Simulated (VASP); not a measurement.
Data:

```yaml
crystal:
  lattice:
    - [2.84057, 0.00000, 0.00000]
    - [0.00000, 2.84057, 0.00000]
    - [0.00000, 0.00000, 2.84057]
  atoms:
    - { symbol: Al, position: [0.50000, 0.50000, 0.50000] }
    - { symbol: Fe, position: [0.00000, 0.00000, 0.00000] }
```

Computed with AM05 GGA, VASP's PBE PAW potentials (set 64) (plane waves; VASP). Numerical set-up: 520 eV cut-off, 14×14×14 Γ-centred mesh, tetrahedra with Blöchl corrections, potentials Al Fe.

What does the run give for the energy per atom (σ→0), band gap (on the k-mesh) with the smallest direct gap where there is one?

```yaml
band gap (on the k-mesh): none (metal, semimetal or under 0.01 eV)
energy per atom (σ→0): -6.698 eV/atom
```

The absolute energy has meaning only against runs of the same code, potentials and settings.

The compound is FeAl in the CsCl type structure. It was relaxed first, which changed the volume by -7 %. The run is not spin-polarised, so no magnetic state was tried. The electron count is odd and the run is not spin-polarised, which forces a metal.
